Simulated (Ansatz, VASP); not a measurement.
# HfN: VASP beside Ansatz, part 2 of 2

One calculation is typed for both programs; each brings its own data sets. How far apart do they land? The cell is taken from a series of runs on this material, whose earlier steps may have relaxed, scaled, displaced or heated it; both programs get it as it stands.

VASP 6.6.1 and Ansatz 0.2.0.

So far: Starting point; VASP: zone-centre phonons, PBEsol, pair 1; Ansatz: zone-centre phonons, PBEsol, pair 1; Side by side.

**5. VASP: zone-centre phonons, PBEsol, pair 2**

Level of this step: PBEsol; plane waves and PAW (N, Hf_pv) (VASP).

Second derivatives magnify differences that forces hide, and they need a tight electronic threshold. The cell compared in this pair holds 20.98 Å³, against 20.53 Å³ for the pair before.

File INCAR:

```
SYSTEM = HfN
PREC = Accurate
ENCUT = 600
EDIFF = 1E-08
NELM = 120
ISMEAR = 1
SIGMA = 0.2
LREAL = .FALSE.
ALGO = Normal
GGA = PS
NBANDS = 13
LASPH = .TRUE.
LORBIT = 11
LWAVE = .FALSE.
LCHARG = .FALSE.
ISIF = 2
IBRION = 8
GGA_COMPAT = .FALSE.
KPAR = 2
```

File POSCAR:

```
HfN
1.0
    0.0000000000      2.1891170262      2.1891170262
    2.1891170262      0.0000000000      2.1891170262
    2.1891170262      2.1891170262      0.0000000000
N Hf
1 1
Direct
    0.5000000000      0.5000000000      0.5000000000
    0.0000000000      0.0000000000      0.0000000000
```

File KPOINTS:

```
Automatic mesh
0
Gamma
16 16 16
0 0 0
```

PAW data sets: N and Hf_pv (PBE family, release 64).

On the command line:

```sh
mpirun -np 2 vasp_std
```

Numbers of over 12 decimals in the logs are rounded to 6 here.

The log of the run:

```text
[banner, memory and clock lines left out]
running    2 mpi-ranks, on    1 nodes
[...]
[... a notice as in an earlier step ...]

 LDA part: xc-table for (Slater+PW92), standard interpolation
 POSCAR, INCAR and KPOINTS ok, starting setup
[...]
entering main loop
       N       E                     dE             d eps       ncg     rms          rms(c)
DAV:   1     0.435359111803E+02    0.43536E+02   -0.86838E+03  3778   0.123E+03
DAV:   2    -0.233121578218E+02   -0.66848E+02   -0.62426E+02  4768   0.274E+02
DAV:   3    -0.255982513228E+02   -0.22861E+01   -0.22665E+01  4690   0.428E+01
DAV:   4    -0.256090820724E+02   -0.10831E-01   -0.10821E-01  4125   0.320E+00
[...]
DAV:  14    -0.228697783413E+02    0.43271E-07   -0.19315E-08  4441   0.137E-03    0.629E-03
DAV:  15    -0.228697783597E+02   -0.18394E-07   -0.11565E-08  2480   0.110E-03    0.685E-04
DAV:  16    -0.228697783629E+02   -0.32037E-08   -0.18157E-09  1970   0.506E-04
   1 F= -.22869778E+02 E0= -.22869698E+02  d E =-.242253E-03
[...]
RMM:  10    -0.233616421372E+00    0.93352E-07    0.16753E-08 16980   0.269E-05    0.979E-05
RMM:  11    -0.233616350452E+00    0.70920E-07   -0.10335E-08 16066   0.721E-06    0.131E-05
RMM:  12    -0.233616357982E+00   -0.75299E-08   -0.16263E-08 12953   0.178E-06    0.436E-06
 first order change of Fermi-energy   0.57931E-04
 force on displaced ion       1 direction 1 : -16.470   0.000   0.000
 Linear response progress:
  Degree of freedom:   2/  2
       N       E                     dE             d eps       ncg     rms          rms(c)
RMM:   1    -0.206338132653E+00   -0.20634E+00    0.35461E+00 10618   0.115E+01
RMM:   2    -0.201861691342E+00    0.44764E-02   -0.26083E-02 13904   0.121E+00    0.710E-01
RMM:   3    -0.201290878765E+00    0.57081E-03   -0.63165E-04 16677   0.137E-01    0.386E-01
RMM:   4    -0.200733635907E+00    0.55724E-03   -0.79557E-05 18084   0.627E-02    0.148E-01
[...]
RMM:  13    -0.200499719066E+00   -0.85868E-08   -0.26045E-07 15193   0.760E-06    0.107E-05
RMM:  14    -0.200499721611E+00   -0.25452E-08   -0.13981E-07 13594   0.445E-06    0.786E-06
RMM:  15    -0.200499723975E+00   -0.23637E-08   -0.72710E-08 12227   0.273E-06    0.466E-07
 first order change of Fermi-energy   0.88037E-04
 force on displaced ion       2 direction 1 : -16.469   0.000   0.000
 Linear response finished
```

OUTCAR, selected parts (step 5):

```text
  Total        3.3994686      3.3994686      3.3994686      0.0000000     -0.0000000      0.0000000
  in kB      259.5880427    259.5880427    259.5880427      0.0000000     -0.0000000      0.0000000
  external PRESSURE =     259.5880427 kB  Pullay stress =       0.0000000 kB

 POSITION                                       TOTAL-FORCE (eV/Angst)
 -----------------------------------------------------------------------------------
      2.18912      2.18912      2.18912         0.000000      0.000000      0.000000
      0.00000      0.00000      0.00000        -0.000000     -0.000000     -0.000000
 -----------------------------------------------------------------------------------
    total drift:                                0.000000      0.000000      0.000000

[... 1 part as in an earlier step ...]

[... 1 further part left out ...]
```

**6. Ansatz: zone-centre phonons, PBEsol, pair 2**

The same cell, functional, mesh and smearing now go to Ansatz, which takes its cutoff from its data sets.

The cell is taken from a series of runs on this material, whose earlier steps may have relaxed, scaled, displaced or heated it; both programs get it as it stands.

File input.yaml:

```yaml
crystal:
  lattice:
    - [0.0, 2.1891170262, 2.1891170262]
    - [2.1891170262, 0.0, 2.1891170262]
    - [2.1891170262, 2.1891170262, 0.0]
  atoms:
    - { symbol: "N", position: [0.5, 0.5, 0.5] }
    - { symbol: Hf, position: [0.0, 0.0, 0.0] }
kpoints:
  mp_grid: { grid: [16, 16, 16] }
hamiltonian:
  xc: pbesol
  pseudopotentials: { kind: paw, azcp: { folder: soft_1 }, xc_functional: pbe }
scf:
  occupations: { method: methfessel_paxton, width: 0.2 }
output:
  eigenvalues: true
phonons:
  method: dfpt
```

On the command line:

```sh
ansatz run input.yaml --threads 4 --pin off --max-ram 10240MiB --backend cpu --events-out ev --progress --plain --runs-dir out
```

The log of the run:

```text
[...]
Crystal: 2 atoms, lattice volume = 20.982 Å³
Basis set: ecut = 420 eV, 411 PW (Γ), exchange–correlation on 48×48×48 points (8 copies of the dense FFT grid, shifted against one another)
Bands: 20, of which v1, the nominal top of the filled ones, is band 16 counted from 1 (15 counted from 0)
Symmetry: 48 space group operations
k-points: 349 of 4096 (irreducible under 8 space group operations, time reversal used)
[...]
k-point 2: bands = [... 12 lower, 19.8470, 20.3220, 20.3220, 24.1728, 24.3115, 24.3115, 27.6330, 27.6330]
  k-point 348: bands = [... 12 lower, 17.7203, 18.6234, 18.6234, 25.4786, 25.4786, 30.5065, 30.7358, 31.2473]
[...]
ASR residual: 1.658e-5 → 0.000e0 eV/Å²; symmetrization residual: 9.524e-7 eV/Å²
  ASR residual per site (eV/Å²): 1.66e-5 8.69e-6
  Γ frequencies (cm⁻¹): 0.00 0.00 0.00 583.24 583.24 583.24
[...]
[key lines of the parts left out:]
SCF converged after 11 iterations
Free energy (F): -15980.873316 eV
Fermi energy:    24.221939 eV
```

**7. Comparison**

What differs besides the data sets and the points named for the pairs above, as far as they apply: the data sets hold 31 valence electrons in Ansatz (on its PAW soft_1 files) and 15 in VASP. Total energies have different zeros and are not compared.

Both answers:

```
                  quantity  Ansatz   VASP  difference
optical mode 1 to 3 (cm⁻¹)   583.2  587.3     -0.70 %
```

Modes are paired by rising frequency, not by their patterns, so a pair may set unlike modes beside each other; they are those without the splitting of longitudinal modes.

**8. Summary of results**

| Property | Result |
| --- | --- |
| r.m.s. difference of the optical zone-centre modes, each program's sorted by frequency (zone-centre phonons, PBEsol, pair 1) | 5.0 cm⁻¹ |
| difference in optical mode 1 to 3 (zone-centre phonons, PBEsol, pair 1) | -0.8 % |
| r.m.s. difference of the optical zone-centre modes, each program's sorted by frequency (zone-centre phonons, PBEsol, pair 2) | 4.1 cm⁻¹ |
| difference in optical mode 1 to 3 (zone-centre phonons, PBEsol, pair 2) | -0.7 % |

**Reading.** The r.m.s. difference of the optical zone-centre modes, each program's sorted by frequency is 5.0 cm⁻¹ (zone-centre phonons, PBEsol, pair 1). The data sets hold unlike numbers of valence electrons (31 in Ansatz and 15 in VASP), so part of the differences comes from the potentials. Among the rows given in per cent, the largest difference of the zone-centre phonons, PBEsol, pair 1 pair is in optical mode 1 to 3, -0.8 %. Among the rows given in per cent, the largest difference of the zone-centre phonons, PBEsol, pair 2 pair is in optical mode 1 to 3, -0.7 %. How closely two codes agree says nothing of how well the functional describes the real material.

[Lines on the potential files, build, host, timing and source positions are cut from VASP's logs without a mark.]

[Logs are printed without paths, hosts, clocks, repeated set-up lines and the standing remarks that a program may print on its own settings, such as how far it seeks lower states.]

[Hosts, paths, dates, database ids (printed as entryN), source tags and the programs' standing remarks are cut or masked in the printed files.]
